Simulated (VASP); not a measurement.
Output of a VASP run:

OUTCAR:
```
 ion  position               nearest neighbor table
   1  0.842  0.842  0.842-   5 2.38   8 2.44   7 2.44   6 2.44   7 2.64   8 2.64   6 2.64   3 2.90
                             4 2.90   2 2.90   2 2.90   4 2.90   3 2.90
   2  0.658  0.158  0.342-   6 2.38   7 2.44   5 2.44   8 2.44   7 2.64   8 2.64   5 2.64   1 2.90
                             1 2.90   3 2.90   3 2.90   4 2.90   4 2.90
   3  0.342  0.658  0.158-   7 2.38   6 2.44   5 2.44   8 2.44   8 2.64   6 2.64   5 2.64   1 2.90
                             4 2.90   2 2.90   2 2.90   4 2.90   1 2.90
   4  0.158  0.342  0.658-   8 2.38   5 2.44   7 2.44   6 2.44   6 2.64   5 2.64   7 2.64   1 2.90
                             3 2.90   2 2.90   1 2.90   2 2.90   3 2.90
   5  0.135  0.135  0.135-   1 2.38   4 2.44   3 2.44   2 2.44   3 2.64   4 2.64   2 2.64   6 2.87
                             8 2.87   6 2.87   8 2.87   7 2.87   7 2.87
   6  0.365  0.865  0.635-   2 2.38   3 2.44   1 2.44   4 2.44   3 2.64   4 2.64   1 2.64   5 2.87
                             5 2.87   7 2.87   7 2.87   8 2.87   8 2.87
   7  0.635  0.365  0.865-   3 2.38   2 2.44   1 2.44   4 2.44   4 2.64   2 2.64   1 2.64   6 2.87
                             8 2.87   8 2.87   6 2.87   5 2.87   5 2.87
   8  0.865  0.635  0.365-   4 2.38   1 2.44   3 2.44   2 2.44   2 2.64   1 2.64   3 2.64   5 2.87
                             7 2.87   5 2.87   7 2.87   6 2.87   6 2.87
  LATTYP: Found a simple cubic cell.
 ALAT       =     4.6890000000
 Subroutine PRICEL returns:
 Original cell was already a primitive cell.
 Subroutine GETGRP returns: Found 12 space group operations
The static configuration has the point symmetry C_3 .
 The point group associated with its full space group is T   .
The dynamic configuration has the point symmetry C_3 .
The overall configuration has the point symmetry C_3 .
 Subroutine INISYM returns: Found 12 space group operations
 Subroutine IBZKPT returns following result:
 Found      4 irreducible k-points:

 Following reciprocal coordinates:
            Coordinates               Weight
  0.000000  0.000000  0.000000      1.000000
  0.333333  0.000000  0.000000      6.000000
  0.333333  0.333333  0.000000     12.000000
  0.333333  0.333333  0.333333      8.000000
   k-points           NKPTS =      4   k-points in BZ     NKDIM =      4   number of bands    NBANDS=     60
   number of dos      NEDOS =    301   number of ions     NIONS =      8
   total plane-waves  NPLWV =  21952
   dimension x,y,z NGX =    28 NGY =   28 NGZ =   28
   dimension x,y,z NGXF=    56 NGYF=   56 NGZF=   56
   ions per type =               4   4
   PREC   = accura    normal or accurate (medium, high low for compatibility)
   ISTART =      0    job   : 0-new  1-cont  2-samecut
   ICHARG =      2    charge: 1-file 2-atom 10-const
   ISPIN  =      2    spin polarized calculation?
   LNONCOLLINEAR =      F non collinear calculations
   LSORBIT =      F    spin-orbit coupling
   INIWAV =      1    electr: 0-lowe 1-rand  2-diag
   ENCUT  =  300.0 eV  22.05 Ry    4.70 a.u.   6.62  6.62  6.62*2*pi/ulx,y,z
   NELM   =    100;   NELMIN=  2; NELMDL= -5     # of ELM steps
   EDIFF  = 0.1E-05   stopping-criterion for ELM
   LREAL  =      F    real-space projection
   NLSPLINE    = F    spline interpolate recip. space projectors
   LMAXMIX     =    4 max onsite mixed and CHGCAR
   VOSKOWN=      0    Vosko Wilk Nusair interpolation
   EDIFFG = 0.1E-04   stopping-criterion for IOM
   NSW    =      0    number of steps for IOM
   NBLOCK =      1;   KBLOCK =      1    inner block; outer block
   IBRION =     -1    ionic relax: 0-MD 1-quasi-New 2-CG
   NFREE  =      0    steps in history (QN), initial steepest desc. (CG)
   ISIF   =      2    stress and relaxation
   ISYM   =      2    0-nonsym 1-usesym 2-fastsym
   TEIN   =    0.0    initial temperature
   TEBEG  =    0.0;   TEEND  =   0.0 temperature during run
   SMASS  =  -3.00    Nose mass-parameter (am)
   PSTRESS=    0.0 pullay stress
   NELECT =      88.0000    total number of electrons
   EFERMI =   0.00;   METHOD = LEGACY
   ISMEAR =    -1;   SIGMA  =   0.10  broadening in eV -4-tet -1-fermi 0-gaus
   IALGO  =     38    algorithm
   LDIAG  =      T    sub-space diagonalisation (order eigenvalues)
   IMIX   =      4    mixing-type and parameters
     AMIX     =   0.40;   BMIX     =  1.00
     AMIX_MAG =   1.60;   BMIX_MAG =  1.00
     AMIN     =   0.10
   GGA     = PS    functional components
   VOSKOWN =     0    Vosko Wilk Nusair interpolation
   LHFCALC =     F    Hartree Fock is set to
   LHFONE  =     F    Hartree Fock one center treatment
...
```

### OSZICAR
```
       N       E                     dE             d eps       ncg     rms          rms(c)
DAV:   1     0.768364734461E+03    0.76836E+03   -0.25754E+04  1132   0.282E+03
DAV:   2     0.907908509095E+02   -0.67757E+03   -0.63849E+03   960   0.665E+02
DAV:   3    -0.517434093290E+02   -0.14253E+03   -0.13362E+03   968   0.198E+02
DAV:   4    -0.609712948159E+02   -0.92279E+01   -0.90310E+01  1124   0.603E+01
DAV:   5    -0.611538465826E+02   -0.18255E+00   -0.18188E+00  1092   0.911E+00    0.288E+01
DAV:   6    -0.674495499883E+02   -0.62957E+01   -0.65090E+01  1180   0.711E+01    0.321E+01
DAV:   7    -0.569427764145E+02    0.10507E+02   -0.31299E+01  1088   0.543E+01    0.685E+00
DAV:   8    -0.571591781148E+02   -0.21640E+00   -0.27059E+00  1044   0.692E+00    0.355E+00
DAV:   9    -0.570880755580E+02    0.71103E-01   -0.19317E-01  1140   0.324E+00    0.147E+00
DAV:  10    -0.570747313377E+02    0.13344E-01   -0.23167E-02  1108   0.102E+00    0.508E-01
DAV:  11    -0.570729702755E+02    0.17611E-02   -0.37336E-03  1208   0.443E-01    0.166E-01
DAV:  12    -0.570729473888E+02    0.22887E-04   -0.59784E-04  1120   0.169E-01    0.675E-02
DAV:  13    -0.570729339235E+02    0.13465E-04   -0.61541E-05  1196   0.502E-02    0.324E-02
DAV:  14    -0.570729373787E+02   -0.34552E-05   -0.23197E-05   972   0.283E-02    0.164E-02
DAV:  15    -0.570729382895E+02   -0.91076E-06   -0.30223E-06   808   0.143E-02
   1 F= -.57072938E+02 E0= -.56961991E+02  d E =-.221896E+00  mag=     4.2732
```

File OUTCAR:
```
------------------------ aborting loop because EDIFF is reached ----------------------------------------
  FORCE on cell =-STRESS in cart. coord.  units (eV):
  Direction    XX          YY          ZZ          XY          YZ          ZX
  --------------------------------------------------------------------------------------
  Total       -6.8677307     -6.8677307     -6.8677307      0.0000000     -0.0000000     -0.0000000
  in kB     -106.7291723   -106.7291723   -106.7291723      0.0000000     -0.0000000     -0.0000000
  external PRESSURE =    -106.7291723 kB  Pullay stress =       0.0000000 kB
  volume of cell :      103.10
      direct lattice vectors                 reciprocal lattice vectors
     4.689000000  0.000000000  0.000000000     0.213265089  0.000000000  0.000000000
     0.000000000  4.689000000  0.000000000     0.000000000  0.213265089  0.000000000
     0.000000000  0.000000000  4.689000000     0.000000000  0.000000000  0.213265089
 POSITION                                       TOTAL-FORCE (eV/Angst)
 -----------------------------------------------------------------------------------
      3.94814      3.94814      3.94814        -0.043747     -0.043747     -0.043747
      3.08536      0.74086      1.60364         0.043747      0.043747     -0.043747
      1.60364      3.08536      0.74086        -0.043747      0.043747      0.043747
      0.74086      1.60364      3.08536         0.043747     -0.043747      0.043747
      0.63301      0.63301      0.63301        -0.071299     -0.071299     -0.071299
      1.71149      4.05599      2.97751         0.071299      0.071299     -0.071299
      2.97751      1.71149      4.05599        -0.071299      0.071299      0.071299
      4.05599      2.97751      1.71149         0.071299     -0.071299      0.071299
 -----------------------------------------------------------------------------------
    total drift:                                0.000001     -0.000004     -0.000000
  FREE ENERGIE OF THE ION-ELECTRON SYSTEM (eV)
  ---------------------------------------------------
  free  energy   TOTEN  =       -57.0729382895 eV

  energy  without entropy=      -56.8510427764  energy(sigma->0) =      -56.96199053

 total charge

# of ion       s       p       d       tot
------------------------------------------
    1        1.116   1.228  10.115  12.458
    2        1.116   1.228  10.115  12.458
    3        1.116   1.228  10.115  12.458
    4        1.116   1.228  10.115  12.458
    5        0.377   0.490   6.441   7.309
    6        0.377   0.490   6.441   7.309
    7        0.377   0.490   6.441   7.309
    8        0.377   0.490   6.441   7.309
--------------------------------------------------
tot          5.973   6.872  66.223  79.068

 magnetization (x)

# of ion       s       p       d       tot
------------------------------------------
    1       -0.010  -0.065  -0.006  -0.081
    2       -0.010  -0.065  -0.006  -0.081
    3       -0.010  -0.065  -0.006  -0.081
    4       -0.010  -0.065  -0.006  -0.081
    5       -0.001  -0.007   1.191   1.184
    6       -0.001  -0.007   1.191   1.184
    7       -0.001  -0.007   1.191   1.184
    8       -0.001  -0.007   1.191   1.184
--------------------------------------------------
tot         -0.045  -0.287   4.743   4.412
```
(Selected blocks of OUTCAR.)

File POSCAR:
```
FeGe
1
    4.6890000000     0.0000000000     0.0000000000
    0.0000000000     4.6890000000     0.0000000000
    0.0000000000     0.0000000000     4.6890000000
Ge Fe
4 4
Direct
  0.8420000000   0.8420000000   0.8420000000
  0.6580000000   0.1580000000   0.3420000000
  0.3420000000   0.6580000000   0.1580000000
  0.1580000000   0.3420000000   0.6580000000
  0.1350000000   0.1350000000   0.1350000000
  0.3650000000   0.8650000000   0.6350000000
  0.6350000000   0.3650000000   0.8650000000
  0.8650000000   0.6350000000   0.3650000000
```

Write an INCAR and KPOINTS that could have produced this output.

This is not unique; one that fits is the input of the run itself, PBEsol GGA, plane waves, VASP's PBE PAW potentials (set 64).

INCAR:
```
! general
SYSTEM   =  FeGe
PREC     =  Accurate
ENCUT    =  300
LREAL    =  .FALSE.   ! projection in real space or not
LASPH    =  .TRUE.

! electronic loop
EDIFF    =  1E-6   ! SCF stop (eV)
NELM     =  100   ! most electronic steps
ALGO     =  Normal   ! blocked Davidson
LMAXMIX  =  4

! smearing
ISMEAR   =  -1
SIGMA    =  0.1   ! width (eV)

! functional
GGA      =  PS   ! PBEsol

! spin
ISPIN    =  2   ! spin-polarised
MAGMOM   =  4*0.0 4*4.0

! ions
ISIF     =  2

! output
LWAVE    =  .FALSE.
LCHARG   =  .FALSE.
LORBIT   =  11   ! lm-projected
```

File KPOINTS:
```
kpoints
0
G
 3 3 3
0 0 0
```

POTCAR, in this order: Ge_d Fe (PBE.64 set). Program: vasp_std.

At this cut-off the stress carries a Pulay error, which pulls relaxed volumes low.

The structure comes from a measured FeGe entry of the Crystallography Open Database, whose conditions weren't checked. The cell was not relaxed at this level. The k-mesh is coarse (spacing up to 0.45 per Å, 2π included), so the numbers may not be converged in it. The run is one of a series of settings (GGA = PS against the base run), some of them coarse on purpose.
